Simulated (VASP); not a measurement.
Calculation: r2SCAN meta-GGA with spin-orbit coupling, VASP's PBE PAW potentials (set 64) (plane waves; VASP 6.6.1).

VASP ran on this input.

**POSCAR**
```
W
1
   -1.5863189768     1.5863189768     1.5863189768
    1.5863189768    -1.5863189768     1.5863189768
    1.5863189768     1.5863189768    -1.5863189768
W
1
Direct
  0.0000000000   0.0000000000   0.0000000000
```

File KPOINTS:
```
Automatic mesh
0
G
15 15 15
0 0 0
```

File KPOINTS_OPT:
```
k-points along high-symmetry lines
8
Line-mode
Reciprocal
  0.000000   0.000000   0.000000 ! GAMMA
  0.500000  -0.500000   0.500000 ! H

  0.500000  -0.500000   0.500000 ! H
  0.000000   0.000000   0.500000 ! N

  0.000000   0.000000   0.500000 ! N
  0.000000   0.000000   0.000000 ! GAMMA

  0.000000   0.000000   0.000000 ! GAMMA
  0.250000   0.250000   0.250000 ! P

  0.250000   0.250000   0.250000 ! P
  0.500000  -0.500000   0.500000 ! H

  0.250000   0.250000   0.250000 ! P
  0.000000   0.000000   0.500000 ! N
```

INCAR:
```
SYSTEM=W
PREC=Accurate; ENCUT=400; LREAL=.False.
LASPH=.True.
EDIFF=1E-6; NELM=100; ALGO=Normal
LMAXMIX=6; LMIXTAU=.True.
ISMEAR=0; SIGMA=0.05
METAGGA=R2SCAN; GGA_COMPAT=.False.
MAGMOM=3*0; LSORBIT=.True.
LWAVE=.False.; LCHARG=.False.
```

POTCAR, in this order: W_sv (PBE.64 set). Program: vasp_ncl.

What VASP printed:

**OSZICAR**
```
       N       E                     dE             d eps       ncg     rms          rms(c)
DAV:   1     0.817586180060E+02    0.81759E+02   -0.69144E+03  5336   0.128E+03
DAV:   2    -0.525196612625E+02   -0.13428E+03   -0.12996E+03  5896   0.407E+02
DAV:   3    -0.564229006433E+02   -0.39032E+01   -0.38584E+01  6168   0.719E+01
DAV:   4    -0.564515488534E+02   -0.28648E-01   -0.28630E-01  5822   0.656E+00
DAV:   5    -0.564519003691E+02   -0.35152E-03   -0.35151E-03  5954   0.699E-01    0.223E+01
DAV:   6    -0.515509720003E+02    0.49009E+01   -0.23166E+00  5634   0.223E+01    0.476E+00
DAV:   7    -0.522824656990E+02   -0.73149E+00   -0.16889E-01  5418   0.536E+00    0.300E+00
DAV:   8    -0.521412786409E+02    0.14119E+00   -0.12003E-01  5364   0.475E+00    0.778E-01
DAV:   9    -0.521220207492E+02    0.19258E-01   -0.52233E-02  5758   0.289E+00    0.172E+00
DAV:  10    -0.521486914373E+02   -0.26671E-01   -0.18947E-02  5358   0.190E+00    0.443E-01
DAV:  11    -0.521486226696E+02    0.68768E-04   -0.16149E-03  5992   0.480E-01    0.201E-02
DAV:  12    -0.521485799132E+02    0.42756E-04   -0.72481E-05  5436   0.107E-01    0.254E-02
DAV:  13    -0.521486099554E+02   -0.30042E-04   -0.31732E-05  5490   0.725E-02    0.950E-03
DAV:  14    -0.521486052714E+02    0.46841E-05   -0.29929E-06  5652   0.227E-02    0.168E-03
DAV:  15    -0.521486071376E+02   -0.18663E-05   -0.71767E-08  2850   0.396E-03    0.113E-03
DAV:  16    -0.521486063249E+02    0.81274E-06   -0.12666E-08  2730   0.149E-03
   1 F= -.52148606E+02 E0= -.52148504E+02  d E =-.204043E-03  mag=    -0.0000     0.0000     0.0000
       N       E                     dE             ncg
```

**OUTCAR**
```
------------------------ aborting loop because EDIFF is reached ----------------------------------------
  FORCE on cell =-STRESS in cart. coord.  units (eV):
  Direction    XX          YY          ZZ          XY          YZ          ZX
  --------------------------------------------------------------------------------------
  Total        0.0866538      0.0866538      0.0866538      0.0000000      0.0000000      0.0000000
  in kB        8.6949393      8.6949393      8.6949393      0.0000000      0.0000000      0.0000000
  external PRESSURE =       8.6949393 kB  Pullay stress =       0.0000000 kB
  volume of cell :       15.97
      direct lattice vectors                 reciprocal lattice vectors
    -1.586318977  1.586318977  1.586318977     0.000000000  0.315195120  0.315195120
     1.586318977 -1.586318977  1.586318977     0.315195120  0.000000000  0.315195120
     1.586318977  1.586318977 -1.586318977     0.315195120  0.315195120  0.000000000
 POSITION                                       TOTAL-FORCE (eV/Angst)
 -----------------------------------------------------------------------------------
      0.00000      0.00000      0.00000         0.000000     -0.000000     -0.000000
 -----------------------------------------------------------------------------------
    total drift:                                0.000000      0.000000      0.000000
  FREE ENERGIE OF THE ION-ELECTRON SYSTEM (eV)
  ---------------------------------------------------
  free  energy   TOTEN  =       -52.1486063249 eV

  energy  without entropy=      -52.1484022822  energy(sigma->0) =      -52.14850430

 Ion:    1  E_soc:     -1.5766317
```
(Selected blocks of OUTCAR.)

The compound is W in the bcc structure. It was relaxed first.
